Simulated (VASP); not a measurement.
VASP input:

File POSCAR:
```
CdO
1
    2.8600293343     0.0000000000     0.0000000000
    0.0000000000     2.8600293343    -0.0000000000
    0.0000000000     0.0000000000     2.8600293343
Cd O
1 1
Direct
  0.0000000000   0.0000000000   0.0000000000
  0.5000000000   0.5000000000   0.5000000000
```

KPOINTS:
```
K-points
0
Gamma
 13 13 13
```

### INCAR
```
SYSTEM=CdO
PREC=Accurate; ENCUT=620; LREAL=.FALSE.
LASPH=.TRUE.
EDIFF=1E-6; NELM=100; ALGO=Normal
LMAXMIX=4
ISMEAR=1; SIGMA=0.1
GGA=PS
IBRION=2; NSW=40; ISIF=3
EDIFFG=-0.02; PSTRESS=50
LWAVE=.FALSE.; LCHARG=.FALSE.
```

POTCAR, in this order: Cd O (PBE.64 set). Program: vasp_std.

Write an equivalent input for Ansatz.

One equivalent input (not run):
Ansatz 0.2 input:
```yaml
crystal:
  lattice:
    - [2.8600293, 0.0000000, 0.0000000]
    - [0.0000000, 2.8600293, 0.0000000]
    - [0.0000000, 0.0000000, 2.8600293]
  atoms:
    - { symbol: Cd, position: [0.0000000, 0.0000000, 0.0000000] }
    - { symbol: O, position: [0.5000000, 0.5000000, 0.5000000] }
kpoints:
  mp_grid: { grid: [13, 13, 13] }
hamiltonian:
  xc: pbesol
  pseudopotentials: { kind: paw }
scf:
  occupations: { method: methfessel_paxton, width: 0.1 }
  max_iter: 100
relax:
  max_steps: 40
  f_tol: 0.02
  cell: { p_target: 5 }
output: { forces: true, stress: true, eigenvalues: true }
```
What does not carry over: each code has its own PAW files, so the cut-off isn't converted (ENCUT is set for VASP's; basis.ecutwfc is left out, and Ansatz then takes the one that its files recommend); Ansatz stops its SCF on the density residual and VASP on the energy change (EDIFF).

The structure was generated: CdO was put into the CsCl type type (Pm-3m), which need not be its known phase. It was relaxed first under an external pressure of 5 GPa.
